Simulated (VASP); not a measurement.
Runs of VASP 6.6.1 on PmS. Symmetry: Fm-3m, No. 225, cubic system. The conventional cell has a = 5.677 Å, b = 5.677 Å, c = 5.677 Å, α = 90.00°, β = 90.00°, γ = 90.00°. Around Pm (site symmetry m-3m) lie 6 S at 2.84 Å. S (site symmetry m-3m) is surrounded by 6 Pm at 2.84 Å. The cell comes from a database or a generator and needn't be the stable form of this composition.

| spin | U | fixed moment (μB) | gap on the mesh (eV) | pressure (GPa) | moment (μB) |
| --- | --- | --- | --- | --- | --- |
| collinear, random start | Pm f U = 6 eV | - | none | 0.4 | 4.69 |
| collinear, ferromagnetic start | Pm f U = 7 eV | 3 | - | -4.1 | 3.00 |
| collinear, zero start | Pm f U = 7 eV | - | - | (b) | 4.08 |
| collinear, zero start | Pm f U = 6 eV | - | none | -2.9 | 4.31 |
| collinear, ferromagnetic start | Pm f U = 6 eV | 4 | - | (a) | 4.00 |

Alike in all rows: task single point; level LDA+U; potentials or basis VASP PAW PBE potentials, release 64 (Pm, S); cell as given; k mesh 6 × 6 × 6; cutoff (eV) 520; smearing gaussian 0.05 eV.

Q: Estimate the missing entries.

A: (a) -1.3; (b) -3.9.

Caveats: the magnetic or orbital state may not be the lowest; the PAW data sets were made with another functional, which shifts forces and pressure a little; spin-orbit coupling is left out, which moves the levels of the heavy elements; the total moment is fixed, so each spin has its own Fermi level (some runs); the bands computed are all filled at some k points, so no gap is given (some runs).

A k mesh can miss the band edges, and the runs leave out spin-orbit coupling on Pm.

A gap of «none» marks a metal or a gap under the smearing width.

Runs at the PBE level aren't shown here.
